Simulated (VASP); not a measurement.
```xyz
3
Lattice="1.7938 -3.1070 0.0000 1.7938 3.1070 0.0000 0.0000 0.0000 7.5253" Properties=species:S:1:pos:R:3 pbc="T T T"
Pt     0.0000     0.0000     0.0000
S      1.7938     1.0357     1.2300
S      1.7938    -1.0357     6.2953
```

Method: revPBE GGA, VASP's PBE PAW potentials (set 64) (plane waves; VASP). Run with 520 eV cut-off, Gaussian smearing of 0.050 eV, potentials Pt S.

Without a dispersion term in the relaxation, distances and binding between the weakly bound layers, chains or molecules are unreliable, and so is what depends on them. Unless said otherwise, spin-orbit coupling is left out, though it shifts the bands of the heavy elements here.

### Question
What does the run give for the band gap (along the path) with the smallest direct gap where there is one?

### Answer

```
Item                                    Value
------------------------------------  -------
band gap (along the path)             1.74 eV
smallest direct gap (along the path)  1.87 eV
```

Total energies compare only between runs with the same potentials, cut-off and functional.

The compound is PtS2 in the 1T layered structure. It was relaxed first, which changed the volume by +53 %.
